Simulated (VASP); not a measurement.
ZnO (wurtzite) is relaxed at rising pressure, each step from the one before. Symmetry mostly holds the structure type, and other phases were not tried. The mesh follows the cell, and a change of mesh leaves a small step in the series.

Given:

```
ZnO
1.0
    1.64299    -2.84574     0.00000
    1.64299     2.84574     0.00000
    0.00000     0.00000     5.30473
Zn O
2 2
Direct
  0.66667   0.33333   0.50125
  0.33333   0.66667   0.00125
  0.66667   0.33333   0.88075
  0.33333   0.66667   0.38075
```

Computed with PBE GGA, VASP's PBE PAW potentials (set 64) (plane waves; VASP 6.6.1). Numerical set-up: 620 eV cut-off, 8×8×4 Γ-centred mesh, Gaussian smearing of 0.050 eV, potentials Zn O.

```csv
P (GPa),V (Å³/atom),H − H(0) (eV/atom),space group,k-mesh
0,12.40,0.000,P6_3mc,8×8×4
5,[?],[?],P6_3mc,8×8×4
10,11.59,0.749,P6_3mc,8×8×5
20,11.01,1.454,P6_3mc,8×8×5
30,10.55,2.127,P6_3mc,8×8×5
45,[?],[?],P6_3mc,8×8×5
```

**Question.** Some entries are withheld; supply them.

**Answer.** 
- 5, V (Å³/atom): 11.96
- 5, H − H(0) (eV/atom): 0.381
- 45, V (Å³/atom): 9.99
- 45, H − H(0) (eV/atom): 3.089

Pressures at which the relaxation failed are left out.

The compound is ZnO in the wurtzite structure.
